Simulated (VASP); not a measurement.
Runs of VASP 6.6.1 on As. The cell holds a sheet with vacuum, 2 atoms: a = 3.573 Å, b = 3.573 Å, c = 17.400 Å, α = 90.00°, β = 90.00°, γ = 120.00°. The cell was built by a generator and needn't be a form met in nature.

```tsv
task	level	spin	cell	k mesh	cutoff (eV)	grid for exact exchange (PRECFOCK)	exchange at q = 0	dipole correction	screening parameter	gap on the mesh (eV)	largest force (eV/Å)
work function	PBE0	off	P-3m1, 96.21 Å³/atom	6 × 6 × 1	520	Fast	default	yes	-	2.82	0.58
relaxation of cell and atoms	PBE+D3(BJ)	off	relaxed	12 × 12 × 1	600	-	-	no	-	1.53	-
work function	PBE	off	P-3m1, 96.21 Å³/atom	12 × 12 × 1	520	-	-	yes	-	1.53	(b)
work function	PBE	non-collinear, zero start, SOC	P-3m1, 96.21 Å³/atom	12 × 12 × 1	520	-	-	yes	-	-	(a)
work function	HSE06	off	P-3m1, 96.21 Å³/atom	6 × 6 × 1	520	Fast	-	yes	0.2 1/A	2.16	0.57
```

Alike in all rows: potentials or basis VASP PAW PBE potentials, release 64 (As); smearing gaussian 0.03 eV.

Question: Estimate the missing entries.

Answer: (a) 0.04; (b) 0.03.

Caveats: the PAW data sets were made with another functional, which shifts forces and pressure a little (some runs).

A k mesh can miss the band edges, and rows without SOC leave out spin-orbit coupling on As.
